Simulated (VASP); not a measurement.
Computed with RPBE GGA, VASP's PBE PAW potentials (set 64) (plane waves; VASP 6.6.1).

Input for VASP

### INCAR
```
# general
SYSTEM  = BaHfO3
PREC    = Accurate
ENCUT   = 400
LREAL   = .FALSE.
LASPH   = .TRUE.

# electronic loop
EDIFF   = 1E-6
NELM    = 100
ALGO    = Normal
LMAXMIX = 6

# smearing
ISMEAR  = 0
SIGMA   = 0.01

# functional
GGA     = RP

# ions
ISIF    = 2

# output
LWAVE   = .FALSE.
LCHARG  = .FALSE.
```

**KPOINTS**
```
Automatic mesh
0
Gamma
4 4 4
0 0 0
```

POSCAR:
```
BaHfO3
1
    4.1700000000     0.0000000000     0.0000000000
    0.0000000000     4.1700000000     0.0000000000
    0.0000000000     0.0000000000     4.1700000000
Ba Hf O
1 1 3
Direct
  0.0000000000   0.0000000000   0.0000000000
  0.5000000000   0.5000000000   0.5000000000
  0.5000000000   0.0000000000   0.5000000000
  0.0000000000   0.5000000000   0.5000000000
  0.5000000000   0.5000000000   0.0000000000
```

POTCAR, in this order: Ba_sv Hf_pv O (PBE.64 set). Program: vasp_std.

At this cut-off the stress carries a Pulay error, which pulls relaxed volumes low. Unless said otherwise, spin-orbit coupling is left out, though it shifts the bands of the heavy elements here.

### Question
Estimate the energy per atom (σ→0), pressure, band gap (on the k-mesh).

### Answer

The energy per atom (σ→0) comes out as -8.305 eV/atom and the band gap (on the k-mesh) is 3.66 eV. The pressure comes out as 3.73 GPa.

### OSZICAR
```
...
DAV:   8    -0.415367539661E+02   -0.15883E-01   -0.30998E-01   566   0.473E+00    0.523E+00
DAV:   9    -0.415226668107E+02    0.14087E-01   -0.86580E-02   586   0.180E+00    0.154E+00
DAV:  10    -0.415233524430E+02   -0.68563E-03   -0.97924E-03   603   0.681E-01    0.506E-01
DAV:  11    -0.415232553166E+02    0.97126E-04   -0.60262E-04   601   0.171E-01    0.196E-01
DAV:  12    -0.415233454185E+02   -0.90102E-04   -0.18694E-04   605   0.958E-02    0.163E-01
DAV:  13    -0.415233529367E+02   -0.75181E-05   -0.15010E-05   650   0.273E-02    0.708E-03
DAV:  14    -0.415233533556E+02   -0.41898E-06   -0.20580E-06   493   0.101E-02
   1 F= -.41523353E+02 E0= -.41523353E+02  d E =-.193463E-12
```

The structure is a typed BaHfO3 crystal. The cell was not relaxed at this level. The run is one of a series of settings (GGA = RP against the base run), some of them coarse on purpose.
